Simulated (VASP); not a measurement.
Method: RPBE GGA, VASP's PBE PAW potentials (set 64) (plane waves; VASP).

VASP ran on this input.

### POSCAR
```
V
1.0
 -1.4793148649   1.4793148649   1.4793148649
  1.4793148649  -1.4793148649   1.4793148649
  1.4793148649   1.4793148649  -1.4793148649
V
1
Cart
  0.0000000000   0.0000000000   0.0000000000
```

**INCAR**
```
SYSTEM=V
PREC=Accurate; ENCUT=520; LREAL=.FALSE.
LASPH=.TRUE.
EDIFF=1E-7; NELM=100; ALGO=Normal
LMAXMIX=4
ISMEAR=1; SIGMA=0.1
GGA=RP
ISIF=2
LWAVE=.FALSE.; LCHARG=.FALSE.
```

KPOINTS:
```
Automatic mesh
0
G
  17 17 17
0 0 0
```

POTCAR, in this order: V_sv (PBE.64 set). Program: vasp_std.

Output of the run:

File OUTCAR:
```
 ion  position               nearest neighbor table
   1  0.000  0.000  0.000-
  LATTYP: Found a body centered cubic cell.
 ALAT       =     2.9586297298
 Subroutine PRICEL returns:
 Original cell was already a primitive cell.
 Subroutine GETGRP returns: Found 48 space group operations
The static configuration has the point symmetry O_h .
The dynamic configuration has the point symmetry O_h .
 Subroutine INISYM returns: Found 48 space group operations
 Subroutine IBZKPT returns following result:
 Found    165 irreducible k-points:

 Following reciprocal coordinates:
            Coordinates               Weight
  0.000000  0.000000  0.000000      1.000000
  0.058824  0.000000  0.000000     12.000000
  0.117647  0.000000  0.000000     12.000000
  0.176471  0.000000  0.000000     12.000000
  0.235294  0.000000  0.000000     12.000000
  0.294118  0.000000  0.000000     12.000000
  0.352941  0.000000  0.000000     12.000000
  0.411765  0.000000  0.000000     12.000000
  0.470588  0.000000  0.000000     12.000000
  0.058824  0.058824  0.000000     24.000000
  0.117647  0.058824 -0.000000     48.000000
  0.176471  0.058824  0.000000     48.000000
  0.235294  0.058824  0.000000     48.000000
  0.294118  0.058824  0.000000     48.000000
  0.352941  0.058824  0.000000     48.000000
  0.411765  0.058824  0.000000     48.000000
  0.470588  0.058824  0.000000     24.000000
  0.117647  0.117647  0.000000     24.000000
  0.176471  0.117647  0.000000     48.000000
  0.235294  0.117647 -0.000000     48.000000
  0.294118  0.117647 -0.000000     48.000000
  0.352941  0.117647 -0.000000     48.000000
  0.411765  0.117647  0.000000     48.000000
  0.176471  0.176471  0.000000     24.000000
  0.235294  0.176471 -0.000000     48.000000
  0.294118  0.176471  0.000000     48.000000
  0.352941  0.176471  0.000000     48.000000
  0.411765  0.176471  0.000000     24.000000
  0.235294  0.235294  0.000000     24.000000
  0.294118  0.235294  0.000000     48.000000
  0.352941  0.235294  0.000000     48.000000
  0.294118  0.294118  0.000000     24.000000
  0.352941  0.294118  0.000000     24.000000
  0.058824  0.058824  0.058824      8.000000
  0.117647  0.058824  0.058824     24.000000
  0.176471  0.058824  0.058824     24.000000
  0.235294  0.058824  0.058824     24.000000
  0.294118  0.058824  0.058824     24.000000
  0.352941  0.058824  0.058824     24.000000
  0.411765  0.058824  0.058824     24.000000
   k-points           NKPTS =    165   k-points in BZ     NKDIM =    165   number of bands    NBANDS=     10
   number of dos      NEDOS =    301   number of ions     NIONS =      1
   total plane-waves  NPLWV =   8000
   dimension x,y,z NGX =    20 NGY =   20 NGZ =   20
   dimension x,y,z NGXF=    40 NGYF=   40 NGZF=   40
   ions per type =               1
   PREC   = accura    normal or accurate (medium, high low for compatibility)
   ISTART =      0    job   : 0-new  1-cont  2-samecut
   ICHARG =      2    charge: 1-file 2-atom 10-const
   ISPIN  =      1    spin polarized calculation?
   LNONCOLLINEAR =      F non collinear calculations
   LSORBIT =      F    spin-orbit coupling
   INIWAV =      1    electr: 0-lowe 1-rand  2-diag
   ENCUT  =  520.0 eV  38.22 Ry    6.18 a.u.   4.76  4.76  4.76*2*pi/ulx,y,z
   NELM   =    100;   NELMIN=  2; NELMDL= -5     # of ELM steps
   EDIFF  = 0.1E-06   stopping-criterion for ELM
   LREAL  =      F    real-space projection
   NLSPLINE    = F    spline interpolate recip. space projectors
   LMAXMIX     =    4 max onsite mixed and CHGCAR
   VOSKOWN=      0    Vosko Wilk Nusair interpolation
...
```

OSZICAR:
```
       N       E                     dE             d eps       ncg     rms          rms(c)
DAV:   1     0.848543865927E+02    0.84854E+02   -0.72857E+03  3300   0.142E+03
DAV:   2    -0.829665405085E+01   -0.93151E+02   -0.91264E+02  3396   0.369E+02
DAV:   3    -0.973438681680E+01   -0.14377E+01   -0.14058E+01  3478   0.537E+01
DAV:   4    -0.974321183120E+01   -0.88250E-02   -0.88241E-02  3338   0.448E+00
DAV:   5    -0.974331540374E+01   -0.10357E-03   -0.10357E-03  3424   0.478E-01    0.190E+01
DAV:   6    -0.849730615954E+01    0.12460E+01   -0.48782E+00  3314   0.338E+01    0.222E+00
DAV:   7    -0.848048663534E+01    0.16820E-01   -0.23965E-02  3330   0.203E+00    0.104E+00
DAV:   8    -0.847421412109E+01    0.62725E-02   -0.64046E-03  3318   0.141E+00    0.687E-02
DAV:   9    -0.847424019975E+01   -0.26079E-04   -0.13303E-04  3346   0.194E-01    0.350E-02
DAV:  10    -0.847424442112E+01   -0.42214E-05   -0.13482E-05  3314   0.467E-02    0.139E-03
DAV:  11    -0.847424556137E+01   -0.11403E-05   -0.47953E-08  1880   0.387E-03    0.663E-04
DAV:  12    -0.847424613796E+01   -0.57659E-06   -0.14861E-08  1650   0.200E-03    0.115E-04
DAV:  13    -0.847424614369E+01   -0.57350E-08   -0.12174E-09  1650   0.699E-04
   1 F= -.84742461E+01 E0= -.84738311E+01  d E =-.124514E-02
```

**OUTCAR**
```
------------------------ aborting loop because EDIFF is reached ----------------------------------------
  FORCE on cell =-STRESS in cart. coord.  units (eV):
  Direction    XX          YY          ZZ          XY          YZ          ZX
  --------------------------------------------------------------------------------------
  Total        1.0127724      1.0127724      1.0127724     -0.0000000      0.0000000     -0.0000000
  in kB      125.3085125    125.3085125    125.3085125     -0.0000000      0.0000000     -0.0000000
  external PRESSURE =     125.3085125 kB  Pullay stress =       0.0000000 kB
  volume of cell :       12.95
      direct lattice vectors                 reciprocal lattice vectors
    -1.479314865  1.479314865  1.479314865     0.000000000  0.337994305  0.337994305
     1.479314865 -1.479314865  1.479314865     0.337994305  0.000000000  0.337994305
     1.479314865  1.479314865 -1.479314865     0.337994305  0.337994305  0.000000000
 POSITION                                       TOTAL-FORCE (eV/Angst)
 -----------------------------------------------------------------------------------
      0.00000      0.00000      0.00000         0.000000      0.000000      0.000000
 -----------------------------------------------------------------------------------
    total drift:                                0.000000     -0.000000      0.000000
  FREE ENERGIE OF THE ION-ELECTRON SYSTEM (eV)
  ---------------------------------------------------
  free  energy   TOTEN  =        -8.4742461437 eV

  energy  without entropy=       -8.4730010070  energy(sigma->0) =       -8.47383110
```
(Selected blocks of OUTCAR.)

The compound is V in the bcc structure. This cell is one point of a volume scan, at 0.94 of the reference volume. The run is not spin-polarised, so no magnetic state was tried.
